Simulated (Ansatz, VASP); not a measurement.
Zr3SeS2 in VASP and in Ansatz

The input INCAR:

```
SYSTEM = Zr3SeS2
PREC = Accurate
ENCUT = 520
EDIFF = 1E-7
ISMEAR = 0
SIGMA = 0.1
LREAL = .False.
LASPH = .True.
NELM = 80
ALGO = Normal
ISIF = 2
LWAVE = .False.
LCHARG = .False.
GGA = PE
NBANDS = 36
```

KPOINTS

```
Automatic mesh
0
Gamma
  4 4 4
  0 0 0
```

File POSCAR:

```
Zr3SeS2
1.0
    3.2767946800     -4.1636226600      0.0000000000
    3.2767946800      4.1636226600      0.0000000000
    0.0000000000      0.0000000000      4.9017530900
Zr Se S
3 1 2
Direct
    0.0000000000      0.5000000000      0.0000000000
    0.5000000000      0.0000000000      0.0000000000
    0.5000000000      0.5000000000      0.5000000000
    0.0000000000      0.0000000000      0.5000000000
    0.2219202200      0.7780797800      0.5000000000
    0.7780797800      0.2219202200      0.5000000000
```

Input for Ansatz:

```yaml
crystal:
  lattice:
    - [3.27679468, -4.16362266, 0.0]
    - [3.27679468, 4.16362266, 0.0]
    - [0.0, 0.0, 4.90175309]
  atoms:
    - { symbol: Zr, position: [0.0, 0.5, 0.0] }
    - { symbol: Zr, position: [0.5, 0.0, 0.0] }
    - { symbol: Zr, position: [0.5, 0.5, 0.5] }
    - { symbol: Se, position: [0.0, 0.0, 0.5] }
    - { symbol: S, position: [0.22192022, 0.77807978, 0.5] }
    - { symbol: S, position: [0.77807978, 0.22192022, 0.5] }
basis:
  ecutwfc: 420
kpoints:
  mp_grid: { grid: [4, 4, 4] }
hamiltonian:
  xc: pbe
scf:
  occupations: { method: gaussian, width: 0.1 }
  lower_state_search: "off"
output:
  forces: true
  stress: true
  eigenvalues: true
```

Alike in both runs: task single point; functional PBE; k mesh 4 × 4 × 4; occupations gaussian, width 0.1 eV; no spin polarisation.

|  | VASP | Ansatz |
| --- | --- | --- |
| version | VASP 6.6.1 | Ansatz 0.2.0 |
| potentials or method | VASP PAW PBE potentials, release 64 (Zr_sv, Se, S) | scalar-relativistic, plane waves, PAW |
| plane-wave cutoff (eV) | 520 | 420 |
| valence electrons in the cell | 54 | 64 |

VASP gave:

- gap on the k mesh at the Fermi level (eV): none
- pressure (GPa): 16.8
- largest component of the traceless stress (GPa): 59.19
- rms of the force components (eV/Å): 4.562

Task: Which values does Ansatz return?

Result: gap on the k mesh at the Fermi level (eV): none; pressure (GPa): 16.8; largest component of the traceless stress (GPa): 59.19; rms of the force components (eV/Å): 4.563.

Atom by atom the forces differ by 0.002 eV/Å (rms over components). A gap of «none» marks a metal or a gap that the smearing closes. The functional is the same, so the differences come from potentials, cutoffs and numerics. The two sets of potentials don't hold the same shells in valence.

Caveats: so large a pressure means that the cell lies far from this level's equilibrium, or that cutoff or potentials fall short (VASP); forces of over 1 eV/Å show positions far from the minimum, so gaps and moduli don't describe the material at rest.
